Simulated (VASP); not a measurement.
An input for Quantum ESPRESSO's pw.x (written as the equivalent of a VASP run, and not itself run):

```
&CONTROL
  calculation = 'vc-relax'
  pseudo_dir = './pseudo'
  outdir = './out'
  tprnfor = .true.
  tstress = .true.
  nstep = 40
  forc_conv_thr = 0.00078
/
&SYSTEM
  ibrav = 0
  nat = 8
  ntyp = 2
  ecutwfc = 96
  occupations = 'smearing'
  smearing = 'methfessel-paxton'
  degauss = 0.00735
  input_dft = 'pz'
  nspin = 2
  starting_magnetization(1) = 0.06
/
&ELECTRONS
  conv_thr = 7.3e-08
  electron_maxstep = 100
/
&IONS
/
&CELL
  press = 100
/
ATOMIC_SPECIES
  Mn 54.938 Mn.upf
  Si 28.085 Si.upf
CELL_PARAMETERS angstrom
     4.3972165    0.0000000    0.0000000
     0.0000000    4.3972165    0.0000000
     0.0000000    0.0000000    4.3972165
ATOMIC_POSITIONS crystal
  Mn   0.8619922  0.6380078  0.3619922
  Mn   0.3619922  0.8619922  0.6380078
  Mn   0.1380078  0.1380078  0.1380078
  Mn   0.6380078  0.3619922  0.8619922
  Si   0.1543729  0.3456271  0.6543729
  Si   0.6543729  0.1543729  0.3456271
  Si   0.8456271  0.8456271  0.8456271
  Si   0.3456271  0.6543729  0.1543729
K_POINTS automatic
  7 7 7 0 0 0
```

Q: Write the VASP files for the same calculation (LDA).

A: One answer among several that fit: 
File KPOINTS:
```
Automatic mesh
0
Gamma
7 7 7
0 0 0
```

INCAR:
```
SYSTEM = MnSi
PREC = Accurate; ENCUT = 500; LREAL = F
LASPH = T
EDIFF = 1E-6; NELM = 100; ALGO = Normal
LMAXMIX = 4
ISMEAR = 1; SIGMA = 0.1
MAGMOM = 0.6 0.6 0.6 0.6 -0.0 -0.0 -0.0 -0.0
ISPIN = 2
IBRION = 2; NSW = 40; ISIF = 3
EDIFFG = -0.02; PSTRESS = 100
LWAVE = F; LCHARG = F; LORBIT = 10
```

POSCAR:
```
MnSi
1
    4.3972164726     0.0000000000     0.0000000000
    0.0000000000     4.3972164726     0.0000000000
    0.0000000000     0.0000000000     4.3972164726
Mn Si
4 4
Direct
  0.8619921876   0.6380078124   0.3619921876
  0.3619921876   0.8619921876   0.6380078124
  0.1380078124   0.1380078124   0.1380078124
  0.6380078124   0.3619921876   0.8619921876
  0.1543728958   0.3456271042   0.6543728958
  0.6543728958   0.1543728958   0.3456271042
  0.8456271042   0.8456271042   0.8456271042
  0.3456271042   0.6543728958   0.1543728958
```

POTCAR, in this order: Mn_pv Si (LDA.64 set). Program: vasp_std.

The two are equivalent in intent, not identical: the potentials are each code's own (VASP's PAW set, PseudoDojo norm-conserving files in pw.x), so ENCUT and ecutwfc are chosen apart and not converted; conv_thr bounds pw.x's estimated SCF error, while EDIFF bounds the energy change between steps; starting_magnetization is a fraction of the valence charge and MAGMOM a moment in μB, so they match only roughly; forc_conv_thr acts on force components and is met together with etot_conv_thr.

The compound is MnSi in the B20 structure. This run relaxes it under an external pressure of 10 GPa. Symmetry was kept, so distortions that lower it aren't found.
